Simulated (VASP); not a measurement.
Runs of VASP 6.6.1 on CrInF3. It takes space group Pm-3m (No. 221, cubic). The conventional cell has a = 3.911 Å, b = 3.911 Å, c = 3.911 Å, α = 90.00°, β = 90.00°, γ = 90.00°. Cr (site symmetry m-3m) is surrounded by 6 F at 1.96 Å. In (site symmetry m-3m) is surrounded by 12 F at 2.77 Å. F (site symmetry 4/mmm) is surrounded by 2 Cr at 1.96 Å. The cell was built by a generator and needn't be a form met in nature.

```tsv
task	level	potentials or basis	spin	cell	cutoff (eV)	smearing	gap on the mesh (eV)	pressure (GPa)	moment (μB)	relaxed volume (Å³/atom)
electric field gradients	PBE+dDsC	VASP PAW PBE potentials, release 64 (Cr_pv, In_d, F)	collinear, zero start	as given	520	fermi-dirac 0.1 eV	none	16.1	0.00	-
single point	PBE	VASP PAW PBE potentials, release 64 (Cr_pv, In_d, F)	collinear, ferromagnetic start	as given	520	fermi-dirac 0.05 eV	none	29.9	3.98	-
relaxation of cell and atoms	PBE	VASP PAW PBE potentials, release 64 (Cr_pv, In_d, F)	collinear, ferromagnetic start	relaxed	600	gaussian 0.05 eV	none	0.0	4.00	(a)
relaxation of cell and atoms	LDA	VASP PAW LDA potentials, release 64 (Cr_pv, In_d, F)	collinear, ferromagnetic start	relaxed	600	gaussian 0.05 eV	none	0.0	4.00	13.67
```

Alike in all rows: k mesh 7 × 7 × 7.

Question: Estimate the missing entries.

Answer: (a) 15.24.

Caveats: semilocal functionals often make such compounds metallic where correlation or magnetic order opens a gap, which also shifts bond lengths; a cell with one magnetic atom can't hold antiferromagnetic order, which such compounds often take (some runs); so large a pressure means that the cell lies far from this level's equilibrium, or that cutoff or potentials fall short (some runs); pairwise dispersion overbinds metals, which lowers pressure and volume (some runs); a pressure of tens of GPa on the cell as given is suspect, and the run, the potentials or the cell itself is likely at fault (some runs); the volume moved by over 15 % at a fixed basis, so the end points are rough (some runs).

A k mesh can miss the band edges, and the runs leave out spin-orbit coupling on In.

A gap of «none» marks a metal or a gap under the smearing width.
